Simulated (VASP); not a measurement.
Calculation: PBE GGA, VASP's PBE PAW potentials (set 64) (plane waves; VASP 6.6.1).

VASP input:

INCAR:
```
ENCUT = 520   ! plane-wave cut-off (eV)
SYSTEM = AlN
EDIFF = 1E-6   ! SCF stop (eV)
NELM = 100   ! most electronic steps
ISMEAR = 0
LWAVE = .False.
PREC = Accurate
LASPH = .True.   ! aspherical one-centre terms
LREAL = .False.
GGA = PE   ! PBE
ALGO = Normal
LCHARG = .False.
SIGMA = 0.05   ! width (eV)
ISIF = 2
```

### POSCAR
```
AlN
1
    0.0000000000     2.1900000000     2.1900000000
    2.1900000000     0.0000000000     2.1900000000
    2.1900000000     2.1900000000     0.0000000000
Al N
1 1
Direct
  0.0000000000   0.0000000000   0.0000000000
  0.2500000000   0.2500000000   0.2500000000
```

File KPOINTS:
```
Automatic mesh
0
Gamma
15 15 15
0 0 0
```

POTCAR, in this order: Al N (PBE.64 set). Program: vasp_std.

**Question.** Estimate the energy per atom (σ→0), pressure.

**Answer.** 
```
Quantity                       Result
---------------------  --------------
energy per atom (σ→0)  -7.422 eV/atom
pressure                     2.88 GPa
```

File OSZICAR:
```
...
DAV:   6    -0.148597859816E+02    0.23496E+01   -0.13548E+01  2080   0.237E+01    0.292E+00
DAV:   7    -0.148506571015E+02    0.91289E-02   -0.10417E-01  2048   0.337E+00    0.199E+00
DAV:   8    -0.148447623954E+02    0.58947E-02   -0.18577E-02  2144   0.189E+00    0.407E-01
DAV:   9    -0.148444595682E+02    0.30283E-03   -0.81156E-04  2752   0.227E-01    0.207E-01
DAV:  10    -0.148445676055E+02   -0.10804E-03   -0.26709E-04  2080   0.141E-01    0.337E-02
DAV:  11    -0.148445660390E+02    0.15664E-05   -0.64827E-06  2496   0.202E-02    0.148E-02
DAV:  12    -0.148445661950E+02   -0.15594E-06   -0.11001E-06  1776   0.102E-02
   1 F= -.14844566E+02 E0= -.14844566E+02  d E =-.590486E-13
```

The compound is AlN in the zinc blende structure, a metastable form; wurtzite is the usual one. The cell was not relaxed at this level. The run is one of a series of settings (KPOINTS 15×15×15 Γ-centred mesh against the base run), some of them coarse on purpose.
